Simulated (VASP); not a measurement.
Consider the following.

```yaml
crystal:
  lattice:
    - [2.82374, 0.00000, 0.00000]
    - [0.00000, 2.82374, 0.00000]
    - [0.00000, 0.00000, 2.82374]
  atoms:
    - { symbol: Ti, position: [0.00000, 0.00000, 0.00000] }
    - { symbol: Co, position: [0.50000, 0.50000, 0.50000] }
```

Level of theory: LDA (Ceperley-Alder, Perdew-Zunger), VASP's LDA PAW potentials (set 64) (plane waves; VASP). Run with 500 eV cut-off, 13×13×13 Γ-centred mesh, first-order Methfessel-Paxton smearing of 0.10 eV, potentials Ti_sv Co.

Problem. Predict the energy per atom (σ→0), pressure, band gap (on the k-mesh) with the smallest direct gap where there is one.

Solution. 
The band gap (on the k-mesh) is none (metal, semimetal or under 0.01 eV) and the energy per atom (σ→0) is -8.745 eV/atom. The pressure comes out as 197.2 kbar.

The absolute energy has meaning only against runs of the same code, potentials and settings.

The compound is TiCo in the CsCl type structure. It was relaxed first under an external pressure of 20 GPa. The run is not spin-polarised, so no magnetic state was tried. The electron count is odd and the run is not spin-polarised, which forces a metal.
